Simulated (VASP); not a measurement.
Input:

```
MgO
1.0
    0.00000     2.11476     2.11476
    2.11476     0.00000     2.11476
    2.11476     2.11476     0.00000
Mg O
1 1
Cartesian
  0.00000   0.00000   0.00000
  2.11476   2.11476   2.11476
```

These are revTPSS meta-GGA, VASP's PBE PAW potentials (set 64) (plane waves; VASP) values and carry that method's errors. Numerical set-up: 520 eV cut-off, 11×11×11 Γ-centred mesh, Gaussian smearing of 0.050 eV, potentials Mg O.

Give the energy at these volumes per atom, relative to the lowest: 8.88, 9.16, 9.44, 9.73, 10.01 Å³.

19.5, 4.8, 0.0, 3.6, 14.4 meV/atom. A third-order Birch-Murnaghan fit gives B0 = 158 GPa and B0′ = 4.1.

Measured: bulk modulus 170 GPa at 0 K (computed value off by -7.2 %), as given by Daniel Mejia-Rodriguez et al., Physical Review B (2018), arXiv:1807.09216 [0 K value with the zero-point phonon effect removed]; a 4.189 Å at 0 K (computed value off by +1.0 %), as given by Daniel Mejia-Rodriguez et al., Physical Review B (2018), arXiv:1807.09216 [static lattice: zero-point anharmonic expansion removed].

The compound is MgO in the rock salt structure. It was relaxed first.
